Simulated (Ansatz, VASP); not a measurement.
# Ni (zigzag Ni chain): VASP beside Ansatz

Wanted: the spread between two codes on one cell, functional and k mesh. The cell is taken from a series of runs on this material, whose earlier steps may have relaxed, scaled, displaced or heated it; both programs get it as it stands. Other levels of theory on this material are compared in a session of their own.

Main program and level: Ansatz 0.2.0; plane waves, with VASP 6.6.1 beside it; single point at PBE.

### 1. Set-up

The cell holds 2 atoms: 2 Ni. Its edges and angles: a = 9.000 Å, b = 7.500 Å, c = 3.000 Å, α = 90.0°, β = 90.0°, γ = 90.0°. Vacuum lies along a and b. The structure's axis is c.

### 2. Ansatz: single point, PBE

Ansatz runs on its default PAW (the set named soft_2) files.

A single point gives forces, pressure and levels at one fixed geometry, so differences don't come from the geometry; what else differs is listed under the comparison.

Contents of input.yaml:

```yaml
crystal:
  lattice:
    - [9.0, 0.0, 0.0]
    - [0.0, 7.5, 0.0]
    - [0.0, 0.0, 2.9997809545]
  atoms:
    - { symbol: Ni, position: [0.4095783096, 0.5, 0.0], spin: 0.89 }
    - { symbol: Ni, position: [0.5904216904, 0.5, 0.5], spin: 0.89 }
magnetization:
  spin_polarized: true
kpoints:
  mp_grid: { grid: [1, 1, 27] }
scf:
  occupations: { method: fermi_dirac, width: 0.05 }
hamiltonian:
  xc: pbe
output:
  transmission:
    e_range: [-2, 2]
    de: 0.035
    kmesh: [1, 1]
    reduced_basis: true
    leads: [[0, 0]]
  stress: true
```

Command:

```console
ansatz run input.yaml --threads 4 --pin off --max-ram 8192MiB --backend cpu --events-out ev --progress --plain --runs-dir out
```

Numbers of over 12 decimals in the logs are rounded to 6 here.

What it wrote:

```text
Engine: ansatz 0.2.0, aarch64-unknown-linux-gnu
Pseudopotentials: kind: paw
Pseudopotential: Ni, paw, valence charge 18, recommended cutoff 420 eV (normal), Ni.paw.azcp
Functional definition: PBE
  parameter kappa = 0.804
  parameter beta = 0.066725
  exchange = pbe_x(kappa = kappa, mu = beta*pi^2/3)
  correlation = pbe_c(beta = beta)
Crystal: 2 atoms, lattice volume = 202.485 Å³
Basis set: ecut = 420 eV, 3913 PW (Γ)
Bands: 23, of which v1, the nominal top of the filled ones, is band 18 counted from 1 (17 counted from 0)
Symmetry: 8 space group operations
Space group: Pmma (ITA 51), of the structure as read, at distance tolerance 5.9e-5 Å
Magnetic group: BNS 51.289 (UNI 387), of the structure as read, at distance tolerance 5.9e-5 Å
k-points: 14 of 27
Non-local potential: Ni, projectors of the file, l = 0: 3, l = 1: 2, l = 2: 3, l = 3: 1
PAW form: soft (Blöchl's): semilocal exchange-correlation on the pseudo side does not see the compensation charge
PAW one-centre angular grid: Ni, 590 points (default); XC on 64 Gauss nodes
Initial density: superposition of atomic densities (neutral atoms: chi_scale 0, normalization atom)
Starting moments: Σ|m| = 1.78 μB on 2 of 2 sites
Initial wavefunctions: pseudopotential atomic-orbital guess
Functional: x = pbe(κ = 0.804, μ = 0.219515), c = pbe(β = 0.066725)
SCF iter   1: F=—  HF=-11671.958149 eV  |F-HF|=—  |Δ(HF+E_count)|=         —  Δρ=3.39e-2 (↑3.39e-2 ↓2.21e-2)  dr2=6.92e0  dr2_m=1.56e-1  M=1.873 μB ∫|m|=1.972 μB  β_m=0.30  ethr=3.10e-3  ⟨swp⟩=6.1  Hψ=3220  notcnv=0
Mixer restart at iter 1: flushing history
preconditioner: auto → LDOS  [metal: Δε(μ)=0.007 eV  Ē_g=4.483 eV  σ=0.050 eV  W_gap=0.03  n_scr=20 (ndim 8)  ℏωp=11.7 eV  f_vac=0.689  D(μ)=12.40/eV (n_scr^D=124)]
spin=Collinear: LDOS preconditioning applied to the charge; magnetization (m = ρ↑ − ρ↓) channel mixes plain (no charge-response kernel on spin).
SCF iter   2: F=—  HF=-11672.706531 eV  |F-HF|=—  |Δ(HF+E_count)|=   7.48e-1  Δρ=1.96e-2 (↑1.96e-2 ↓1.07e-2)  dr2=1.83e0  dr2_m=1.59e-1  M=2.028 μB ∫|m|=2.142 μB  β_m=0.47  ethr=3.10e-3  ⟨swp⟩=3.0  Hψ=1368  notcnv=0
SCF iter   3: F=—  HF=-11674.256212 eV  |F-HF|=—  |Δ(HF+E_count)|=    1.55e0  Δρ=6.25e-3 (↑6.25e-3 ↓4.47e-3)  dr2=9.78e-2  dr2_m=2.62e-2  M=2.163 μB ∫|m|=2.297 μB  β_m=0.61  ethr=3.10e-3  ⟨swp⟩=3.2  Hψ=1176  notcnv=0
SCF iter   4: F=—  HF=-11674.621568 eV  |F-HF|=—  |Δ(HF+E_count)|=   3.65e-1  Δρ=3.68e-3 (↑3.68e-3 ↓2.09e-3)  dr2=2.49e-2  dr2_m=9.39e-3  M=2.023 μB ∫|m|=2.200 μB  β_m=0.55  ethr=2.72e-4  ⟨swp⟩=3.2  Hψ=1340  notcnv=0
SCF iter   5: F=—  HF=-11674.633089 eV  |F-HF|=—  |Δ(HF+E_count)|=   1.15e-2  Δρ=4.17e-3 (↑1.66e-3 ↓4.17e-3)  dr2=1.48e-2  dr2_m=1.53e-2  M=1.935 μB ∫|m|=2.119 μB  β_m=0.78  ethr=6.93e-5  ⟨swp⟩=2.1  Hψ=1108  notcnv=0
SCF iter   6: F=—  HF=-11674.658401 eV  |F-HF|=—  |Δ(HF+E_count)|=   2.53e-2  Δρ=1.97e-3 (↑4.26e-4 ↓1.97e-3)  dr2=3.67e-3  dr2_m=2.40e-3  M=1.877 μB ∫|m|=2.061 μB  β_m=0.89  ethr=4.12e-5  ⟨swp⟩=2.3  Hψ=1075  notcnv=0
SCF iter   7: F=—  HF=-11674.663508 eV  |F-HF|=—  |Δ(HF+E_count)|=   5.11e-3  Δρ=2.49e-4 (↑1.59e-4 ↓2.49e-4)  dr2=2.72e-4  dr2_m=2.90e-5  M=1.846 μB ∫|m|=2.026 μB  β_m=0.94  ethr=1.02e-5  ⟨swp⟩=2.1  Hψ=1095  notcnv=0
SCF iter   8: F=—  HF=-11674.663527 eV  |F-HF|=—  |Δ(HF+E_count)|=   1.90e-5  Δρ=1.67e-4 (↑7.80e-5 ↓1.67e-4)  dr2=2.33e-5  dr2_m=2.63e-5  M=1.836 μB ∫|m|=2.015 μB  β_m=0.97  ethr=7.54e-7  ⟨swp⟩=2.2  Hψ=1045  notcnv=0
SCF iter   9: F=—  HF=-11674.663547 eV  |F-HF|=—  |Δ(HF+E_count)|=   2.02e-5  Δρ=5.23e-5 (↑2.65e-5 ↓5.23e-5)  dr2=9.78e-6  dr2_m=5.61e-7  M=1.833 μB ∫|m|=2.011 μB  β_m=0.75  ethr=6.47e-8  ⟨swp⟩=2.0  Hψ=1006  notcnv=0
[...]
SCF 1 converged in 12 iterations: F = -11674.663547 eV  dr2 = 6.99e-9
  greatest PAW one-centre occupation: 1.002 electrons in one spin orbital (limit 2), on the Ni atom at site 1 (counted from 0), in its partial waves of l = 1
transmission: 8 of 48 steps passed
transmission: 12 of 48 steps passed
[...]
transmission: 48 of 48 steps passed
Symmetry: 4 space group operations
Initial density: read from a saved state, or passed on in memory by an earlier SCF of this step, an earlier step, the calling program or the single point that the run made first
Starting moments: Σ|m| = 1.78 μB on 2 of 2 sites; this step starts from the density that it was given
[...]
preconditioner: auto → LDOS  [metal: Δε(μ)=0.006 eV  Ē_g=4.115 eV  σ=0.050 eV  W_gap=0.03  n_scr=20 (ndim 8)  ℏωp=11.7 eV  f_vac=0.725  D(μ)=8.22/eV (n_scr^D=74)]
spin=Collinear: LDOS preconditioning applied to the charge; magnetization (m = ρ↑ − ρ↓) channel mixes plain (no charge-response kernel on spin).
SCF iter   2: F=—  HF=-11674.670892 eV  |F-HF|=—  |Δ(HF+E_count)|=   7.34e-3  Δρ=4.04e-3 (↑1.46e-3 ↓4.04e-3)  dr2=3.95e-2  dr2_m=3.95e-3  M=1.938 μB ∫|m|=2.108 μB  ethr=2.78e-6  ⟨swp⟩=1.3  Hψ=3688  notcnv=0
SCF iter   3: F=—  HF=-11674.667381 eV  |F-HF|=—  |Δ(HF+E_count)|=   3.51e-3  Δρ=2.75e-4 (↑2.41e-4 ↓2.75e-4)  dr2=2.31e-4  dr2_m=8.32e-6  M=1.839 μB ∫|m|=2.018 μB  ethr=2.78e-6  ⟨swp⟩=1.0  Hψ=2027  notcnv=0
SCF iter   4: F=—  HF=-11674.667381 eV  |F-HF|=—  |Δ(HF+E_count)|=   7.43e-7  Δρ=2.43e-5 (↑1.00e-5 ↓2.43e-5)  dr2=1.44e-6  dr2_m=1.75e-7  M=1.852 μB ∫|m|=2.032 μB  ethr=1.14e-6  ⟨swp⟩=1.0  Hψ=1424  notcnv=0
this SCF's setup event announced max_iter 4: a cap that the engine derives, which gives way to 188 iterations because this look along open shells stands lower than the state that it set out from. From here on the SCF can send more iterations than it announced.
SCF iter   5: F=—  HF=-11674.667380 eV  |F-HF|=—  |Δ(HF+E_count)|=   2.59e-7  Δρ=1.13e-5 (↑9.60e-6 ↓1.13e-5)  dr2=4.58e-7  dr2_m=1.26e-8  M=1.853 μB ∫|m|=2.032 μB  ethr=1.21e-8  ⟨swp⟩=1.0  Hψ=1649  notcnv=0
SCF iter   6: F=—  HF=-11674.667380 eV  |F-HF|=—  |Δ(HF+E_count)|=   3.50e-8  Δρ=7.96e-6 (↑2.63e-6 ↓7.96e-6)  dr2=1.42e-7  dr2_m=1.61e-8  M=1.853 μB ∫|m|=2.033 μB  ethr=1.74e-9  ⟨swp⟩=1.0  Hψ=1667  notcnv=0
SCF iter   7: F=-11674.667380 eV  HF=-11674.667380 eV  |F-HF|=4.44e-10  |Δ(HF+E_count)|=   1.29e-8  Δρ=8.55e-7 (↑2.91e-7 ↓8.55e-7)  dr2=1.04e-9  dr2_m=5.32e-10  M=1.853 μB ∫|m|=2.033 μB  ethr=2.78e-10  ⟨swp⟩=1.0  Hψ=1400  notcnv=0
SCF iter   8: F=-11674.667380 eV  HF=-11674.667380 eV  |F-HF|=4.64e-10  |Δ(HF+E_count)|=  3.09e-11  Δρ=8.63e-7 (↑2.92e-7 ↓8.63e-7)  dr2=1.05e-9  dr2_m=5.39e-10  M=1.853 μB ∫|m|=2.033 μB  ethr=2.89e-12  ⟨swp⟩=1.1  Hψ=1950  notcnv=0
SCF 2 converged in 8 iterations: F = -11674.667380 eV  dr2 = 1.05e-9
Initial wavefunctions: those read from a saved state, or passed on in memory by an earlier step or the calling program
iter 1 solved again at ethr=2.84e-12 eV; its pass at ethr=3.10e-3 eV (dr2=1.02e-9 eV) is discarded
SCF iter   1: F=—  HF=-11674.667380 eV  |F-HF|=—  |Δ(HF+E_count)|=         —  Δρ=8.65e-7 (↑2.91e-7 ↓8.65e-7)  dr2=1.06e-9  dr2_m=5.40e-10  M=1.853 μB ∫|m|=2.033 μB  β_m=0.30  ethr=2.84e-12  ⟨swp⟩=1.0  Hψ=2711  notcnv=0
preconditioner: auto → LDOS  [metal: Δε(μ)=0.005 eV  Ē_g=4.136 eV  σ=0.050 eV  W_gap=0.03  n_scr=20 (ndim 8)  ℏωp=11.7 eV  f_vac=0.726  D(μ)=4.88/eV (n_scr^D=20)]
spin=Collinear: LDOS preconditioning applied to the charge; magnetization (m = ρ↑ − ρ↓) channel mixes plain (no charge-response kernel on spin).
SCF iter   2: F=-11674.667380 eV  HF=-11674.667380 eV  |F-HF|=5.69e-10  |Δ(HF+E_count)|=  4.18e-11  Δρ=7.95e-7 (↑1.94e-7 ↓7.95e-7)  dr2=1.08e-9  dr2_m=3.70e-10  M=1.853 μB ∫|m|=2.033 μB  ethr=2.84e-12  ⟨swp⟩=2.0  Hψ=1228  notcnv=0
SCF 3 converged in 2 iterations: F = -11674.667380 eV  dr2 = 1.08e-9
transmission: 8 of 48 steps passed
transmission: 12 of 48 steps passed
[...]
transmission: 48 of 48 steps passed
SCF converged after 2 iterations
Magnetization: 1.8532 μB (18.9266 up, 17.0734 down)
Absolute magnetization: 2.0333 μB (∫|ρ↑−ρ↓|, with the PAW one-centre terms)
Spin contamination: 0.0213 ħ² per cell (⟨S²⟩ above its minimum at these occupations)
Per-site moments (μB) at R_I (Å): [(0.888293, 0.912989), (0.888293, 0.912989)]
Free energy (F): -11674.667380 eV
Harris-Foulkes:  -11674.667380 eV  (|F-HF|=5.69e-10)
Internal energy: -11674.624241 eV  (E = F + TS)
E sigma→0 (E₀):  -11674.645811 eV
Entropy (-TS):   -0.043139 eV (-21.569 meV/atom)
Fermi energy:    -1.503024 eV
--- Per-component energies (eV) ---
  E_band       = -1251.449070
  E_kinetic    = 562.314440
  E_local      = -17848.519712  (includes V_loc(G=0)·N_el)
  E_nonlocal   = 1292.449229
  E_hartree    = 8016.039275
  E_xc         = -161.701411
  E_vxc        = -207.692962  (∫ρ·V_xc dr)
  E_paw        = -3276.813486  (= ΣΔE_a)
  E_vpaw       = -1082.085102  (= ΣTr[D̂ρ^β])
  E_aug_tail   = 0.001080  (compensation charges beyond the density's cutoff)
  E_ewald      = -258.393655
  E_smearing   = -0.043139  (= −TS)
  E_closure    = -0.000000  (closes the sum)
  Σ components = -11674.667380   (vs F -11674.667380, Δ=0.00e0)
--- Stress (GPa, compression-positive) ---
       -0.018118       0.000000      -0.241662
        0.000000      -0.115310       0.000000
       -0.241662       0.000000      -1.909388
  P = ⅓ Tr σ = -0.6809 GPa (-6.809 kbar)
--- Band table (eV; the first three rows and the last of 28) ---
  k-point 0 ↑: bands = [... 14 lower, -2.9760, -2.3897, -2.3602, -2.3463, -2.0674, -1.5255, 0.2213, 0.9189, ... 1 higher]
  k-point 1 ↑: bands = [... 14 lower, -2.9667, -2.3893, -2.3621, -2.3471, -2.0837, -1.5016, 0.2544, 0.9463, ... 1 higher]
  k-point 2 ↑: bands = [... 14 lower, -2.9483, -2.3892, -2.3662, -2.3501, -2.1294, -1.4301, 0.3521, 1.0273, ... 1 higher]
  k-point 13 ↓: bands = [... 14 lower, -2.0282, -1.8002, -1.5606, -1.3213, -0.3669, 0.2119, 2.6175, 3.0886, ... 1 higher]
--- Transmission ---
  basis      : 595 plane waves across, 4 finite elements along
  points     : 1, standing for a mesh of 1 x 1
  filling    : by the input's occupations and mesh, since the crystals that have channels conduct as metals do. If one of these is a semiconductor, that mesh has misplaced its level
  energies   : 115 from -2.000000 to 1.990000 eV about the Fermi level, 0.035000 eV apart; the leads are filled to 0.000000 eV, and channels, transmission and decay are at -0.005000 eV
  crystal 0  : Ni2, at the sites [0, 0], period 2.9998 Å: whole cells are its period
    offset         : up to 0.0000 Å between an atom of the period and one for which it stands
    filled         : 9.7 meV over the level at which it is neutral
    channels       : 2.000000e0 up, 2.000000e0 down
    conductance    : 2.0811e14 S/m² at 300 K; may be off by some 0.1 % by where its bands' edges are placed, 3.6 % from the distance to neutral
```

In the SCF lines HF is the Harris–Foulkes energy and dr2 the Hartree energy of the density residual, in eV; the loop may stop once dr2 is under the threshold and the program's other checks hold. Hψ counts applications of the Hamiltonian.

(Part 1 of 2 ends here.)

[Lines on the potential files, build, host, timing and source positions are cut from VASP's logs without a mark.]

[Logs are printed without paths, hosts, clocks, repeated set-up lines and the standing remarks that a program may print on its own settings, such as how far it seeks lower states.]

[Hosts, paths, dates, database ids (printed as entryN), source tags and the programs' standing remarks are cut or masked in the printed files.]
